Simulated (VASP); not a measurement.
## Ba: energy against volume

Ba (bcc, Im-3m, 58.643 Å³/atom and stress up to 0.03 GPa in the relaxed cell, cube axes along x, y and z) under an equal strain ε along all three axes. PBEsol in VASP (plane waves, PAW), 480 eV, 12×12×12 Γ-centred mesh, Methfessel-Paxton smearing 0.10 eV. Against the start cell, which lies near the measured one, the relaxed cell differs by -7.3 % in volume; the values below rest on it.

Here V stands for volume and E for E less E0.

| volume (Å³/atom) | E less E0 (meV/atom) | pressure (GPa) |
|---|---|---|
| 53.5223 | ? | ? |
| 55.1947 | 5.32 | 0.56 |
| 56.0439 | 2.82 | 0.40 |
| 56.9017 | 1.13 | 0.25 |
| 57.7682 | 0.20 | 0.11 |
| 58.6434 | 0.00 | -0.03 |
| 59.5275 | 0.50 | -0.15 |
| 60.4204 | 1.69 | -0.28 |
| 61.3222 | 3.54 | -0.40 |
| 62.2329 | 6.05 | -0.51 |

### Question
Using the third-order Birch-Murnaghan form, a cubic in V^(-2/3), estimate the missing E at V = 53.5223 from the other rows, showing the fit.

### Answer
With u = V^(-2/3) - 0.0663, the rows have u = 0.0026819, 0.0019833, 0.0012953, 0.0006177, -0.0000498, -0.0007074, -0.0013552, -0.0019935, -0.0026224. Least squares gives E = -0.017 - 155.0·u + 810804·u² - 4389928·u³. Residuals (row less fit): 0.006, -0.011, -0.003, 0.004, 0.007, 0.000, -0.003, -0.009, 0.005; standard error 0.008 (degrees of freedom: 5). Its minimum lies at u = 0.0000957, so V0 = (0.0663957)^(-3/2) = 58.45. There d²E/du² = 1619000 and d³E/du³ = -2.634e7, so B0 = (4/9) × 58.45^(-7/3) × 1619000 × 0.160218 = 8.70 GPa (the last factor turns the table's units into GPa), and B0' = 4 + (2/3) × 0.0663957 × (-2.634e7)/1619000 = 3.3. B0' rests on the cubic coefficient alone and has a standard error of 0.1 from these residuals. At the withheld row, u = 0.0041115, so E = -0.017 - 155.0 × 0.0041115 + 810804 × 0.0041115² - 4389928 × 0.0041115³ = 12.747 meV/atom. The calculation gives 12.87 meV/atom, 0.123 meV/atom above the prediction (1.0 % of the range of E in the table). The row lies outside the fitted rows, so this is an extrapolation. From the scatter of the fitted rows alone, a prediction at this place has a standard error of 0.040 meV/atom, so the miss is 3.1 times that.

In a metal these values are sensitive to mesh and smearing; energies are taken to zero smearing, stresses follow the free energy. Other structures, which can take over under pressure, weren't tried. The same form fitted to the pressure column gives B0' = 3.0; series where the two differ by over 0.4 aren't shown. Rows are the converged runs of the series near zero and its far end, less any whose ions stayed unrelaxed beside relaxed ones; series whose fitted rows scatter by over a few per cent of the range, as at a crossing or softening among them, aren't shown in this form.
